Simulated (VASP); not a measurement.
SiF: elastic constants with r2SCAN

The system is SiF.

```xyz
2
Lattice="3.0286 0.0000 0.0000 0.0000 3.0286 0.0000 0.0000 0.0000 3.0286" Properties=species:S:1:pos:R:3 pbc="T T T"
Si    1.5143    1.5143    1.5143
F     0.0000    0.0000    0.0000
```

The cell was built by a generator and needn't be a form met in nature.

```json
{
 "Program": "VASP 6.6.1",
 "Task": "elastic constants",
 "Functional": "r2SCAN",
 "Potentials or basis": "VASP PAW PBE potentials, release 64 (Si, F)",
 "Cutoff": "600 eV",
 "k mesh": "7 × 7 × 7",
 "Occupations": "gaussian, width 0.05 eV",
 "Spin": "no spin polarisation",
 "Ions in elastic constants": "relaxed",
 "Further INCAR settings": "ALGO = Normal; EDIFF = 1e-08; IBRION = 6; POTIM = 0.015; NSW = 1; ISIF = 3"
}
```

```
Relaxed volume                                          : 13.80 Å³/atom
Relaxed cell                                            : a = 3.022 Å, b = 3.022 Å, c = 3.022 Å, α = 90.00°, β = 90.00°, γ = 90.00°
Space group after relaxing (to 0.05 Å)                  : Pm-3m (No. 221)
Elastic constants C11, C12, C44                         : -202, 224, -104 GPa
Voigt bulk modulus                                      : 82 GPa
Highest phonon frequency at Γ, LO-TO splitting left out : 1 cm⁻¹
Most unstable mode                                      : 152i cm⁻¹
```

The path:
```tsv
step	energy change (eV)	largest force (eV/Å)	pressure (GPa)	volume (Å³)
1	0.0000	0.0000	-0.53	27.78
2	-0.0003	0.0000	0.00	27.59
```

Final structure:
```
Si F
1.0
     3.02182    0.00000    0.00000
     0.00000    3.02182    0.00000
     0.00000    0.00000    3.02182
Si F
1 1
Direct
  0.50000 0.50000 0.50000
  0.00000 0.00000 0.00000
```

Phonon frequencies in cm⁻¹ (negative: imaginary):
```csv
q point,frequencies
"(0.000, 0.000, 0.000)",-152 -152 -152 1 1 1
```

Elastic tensor in Voigt notation (GPa, in the Cartesian axes of the cell as first typed):
```
-202  224  224    0    0    0
 224 -202  224    0    0    0
 224  224 -202    0    0    0
   0    0    0 -104    0    0
   0    0    0    0 -104    0
   0    0    0    0    0 -104
```

Clamped-ion elastic tensor (GPa):
```
-202  224  224    0    0    0
 224 -202  224    0    0    0
 224  224 -202    0    0    0
   0    0    0 -104    0    0
   0    0    0    0 -104    0
   0    0    0    0    0 -104
```

Wall time 4.4 min on 1 thread of Intel(R) Xeon(R) 6975P-C (Granite Rapids) (shared host), peak memory 0.19 GiB.

Caveat: some modes are imaginary; the elastic tensor has a negative eigenvalue, so either the cell is unstable as it stands or the mesh is too thin; the PAW data sets were made with another functional, which shifts forces and pressure a little.
